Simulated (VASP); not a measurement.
Input:

```yaml
crystal:
  lattice:
    - [0.00000, 2.89088, 2.89088]
    - [2.89088, 0.00000, 2.89088]
    - [2.89088, 2.89088, 0.00000]
  atoms:
    - { symbol: Pb, position: [0.00000, 0.00000, 0.00000] }
    - { symbol: F, position: [0.25000, 0.25000, 0.25000] }
    - { symbol: F, position: [0.75000, 0.75000, 0.75000] }
```

All values below come from PBEsol GGA, VASP's PBE PAW potentials (set 64) (plane waves; VASP). Run with 620 eV cut-off, 7×7×7 Γ-centred mesh, Gaussian smearing of 0.050 eV, potentials Pb_d F.

What does the run give for the energy per atom (σ→0), pressure?

```yaml
energy per atom (σ→0): -4.964 eV/atom
pressure: 5.04 GPa
```

Only differences to runs with the same potentials and settings are physical.

The compound is PbF2 in the fluorite structure, the β form. It was relaxed first under an external pressure of 5 GPa.
